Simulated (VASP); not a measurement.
All values below come from r2SCAN meta-GGA, VASP's PBE PAW potentials (set 64) (plane waves; VASP).

Input for VASP

INCAR:
```
SYSTEM = Mg
PREC = Accurate
ENCUT = 400
EDIFF = 1E-6
NELM = 100
ALGO = Normal
LREAL = .FALSE.
LASPH = .TRUE.
ISMEAR = 1
SIGMA = 0.1
METAGGA = R2SCAN
LMIXTAU = .TRUE.
LWAVE = .FALSE.
LCHARG = .FALSE.
IBRION = 2
ISIF = 3
NSW = 60
EDIFFG = -0.01
```

### POSCAR
```
Mg
1
    1.6050000000    -2.7799420000     0.0000000000
    1.6050000000     2.7799420000     0.0000000000
    0.0000000000     0.0000000000     5.2100000000
Mg
2
Direct
  0.3333330000   0.6666670000   0.2500000000
  0.6666670000   0.3333330000   0.7500000000
```

File KPOINTS:
```
Automatic mesh
0
Gamma
12 12 7
0 0 0
```

POTCAR, in this order: Mg (PBE.64 set). Program: vasp_std.

Q: What will the output report for the number of irreducible k-points (NKPTS), largest plane-wave count, number of space-group operations, FFT grid (NGX, NGY, NGZ)?

A: 
```
Item                                          Result
--------------------------------------  ------------
number of irreducible k-points (NKPTS)            76
largest plane-wave count                         860
number of space-group operations                  24
FFT grid (NGX, NGY, NGZ)                24 × 24 × 36
```

The compound is Mg in the hcp structure. This run relaxes it. Symmetry was kept, so distortions that lower it aren't found.
